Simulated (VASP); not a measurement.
Output of a VASP run:

OSZICAR:
```
       N       E                     dE             d eps       ncg     rms          rms(c)
DAV:   1     0.335006325626E+02    0.33501E+02   -0.54226E+03  2763   0.101E+03
DAV:   2    -0.747937558232E+01   -0.40980E+02   -0.39123E+02  2762   0.184E+02
DAV:   3    -0.787975941927E+01   -0.40038E+00   -0.39847E+00  3137   0.182E+01
DAV:   4    -0.788095876347E+01   -0.11993E-02   -0.11993E-02  3006   0.102E+00
DAV:   5    -0.788096568887E+01   -0.69254E-05   -0.69249E-05  2953   0.700E-02    0.165E+01
DAV:   6    -0.751637443088E+01    0.36459E+00   -0.83888E-01  2661   0.848E+00    0.860E+00
DAV:   7    -0.746111809322E+01    0.55256E-01   -0.18691E-01  2760   0.383E+00    0.265E+00
DAV:   8    -0.745596501442E+01    0.51531E-02   -0.81001E-03  2779   0.980E-01    0.508E-01
DAV:   9    -0.745583897941E+01    0.12604E-03   -0.84745E-05  2799   0.105E-01    0.375E-02
DAV:  10    -0.745584090946E+01   -0.19300E-05   -0.24382E-06  2957   0.128E-02    0.293E-03
DAV:  11    -0.745584092633E+01   -0.16876E-07   -0.47108E-08  1423   0.240E-03
   1 F= -.57099598E+01 E0= -.57097945E+01  d E =-.570996E+01
```

File OUTCAR:
```
------------------------ aborting loop because EDIFF is reached ----------------------------------------
  FORCE on cell =-STRESS in cart. coord.  units (eV):
  Direction    XX          YY          ZZ          XY          YZ          ZX
  --------------------------------------------------------------------------------------
  Total        1.7391091      1.7391091      1.7391091      0.0000000      0.0000000      0.0000000
  in kB      199.2242368    199.2242368    199.2242368      0.0000000      0.0000000      0.0000000
  external PRESSURE =      -0.7757632 kB  Pullay stress =     200.0000000 kB
  volume of cell :       13.99
      direct lattice vectors                 reciprocal lattice vectors
     0.000000000  1.912295858  1.912295858    -0.261465818  0.261465818  0.261465818
     1.912295858  0.000000000  1.912295858     0.261465818 -0.261465818  0.261465818
     1.912295858  1.912295858  0.000000000     0.261465818  0.261465818 -0.261465818
 POSITION                                       TOTAL-FORCE (eV/Angst)
 -----------------------------------------------------------------------------------
      0.00000      0.00000      0.00000         0.000000      0.000000      0.000000
 -----------------------------------------------------------------------------------
    total drift:                                0.000000      0.000000      0.000000
  FREE ENERGIE OF THE ION-ELECTRON SYSTEM (eV)
  ---------------------------------------------------
  free  energy   TOTEN  =        -7.4558409263 eV

  energy  without entropy=       -7.4553449295  energy(sigma->0) =       -7.45567559
  enthalpy is  TOTEN    =        -5.7099598314 eV   P V=        1.7458810949

 reached required accuracy - stopping structural energy minimisation
```
(Selected blocks of OUTCAR.)

POSCAR:
```
Pt
1
    0.0000000000     1.9122958584     1.9122958584
    1.9122958584     0.0000000000     1.9122958584
    1.9122958584     1.9122958584     0.0000000000
Pt
1
Direct
  1.0000000000   1.0000000000   1.0000000000
```

**Question.** Reconstruct the remaining input files.

**Answer.** Several could match; the one computed here: the input of the run itself, LDA (Ceperley-Alder, Perdew-Zunger), plane waves, VASP's LDA PAW potentials (set 64).

**KPOINTS**
```
Automatic mesh
0
Gamma
16 16 16
0 0 0
```

INCAR:
```
# general
SYSTEM =Pt
PREC   =Accurate
ENCUT  =500   # plane-wave cut-off (eV)
LREAL  =.FALSE.   # projection in real space or not
LASPH  =.TRUE.

# electronic loop
EDIFF  =1E-6
NELM   =100
ALGO   =Normal   # blocked Davidson
LMAXMIX=6   # l cut-off of mixed one-centre charges

# smearing
ISMEAR =1
SIGMA  =0.1   # width (eV)

# ions
IBRION =2   # conjugate gradients
NSW    =40   # most ionic steps
ISIF   =3
EDIFFG =-0.02
PSTRESS=200   # kbar

# output
LWAVE  =.FALSE.
LCHARG =.FALSE.
```

POTCAR, in this order: Pt (LDA.64 set). Program: vasp_std.

The compound is Pt in the fcc structure. It was relaxed first under an external pressure of 20 GPa.
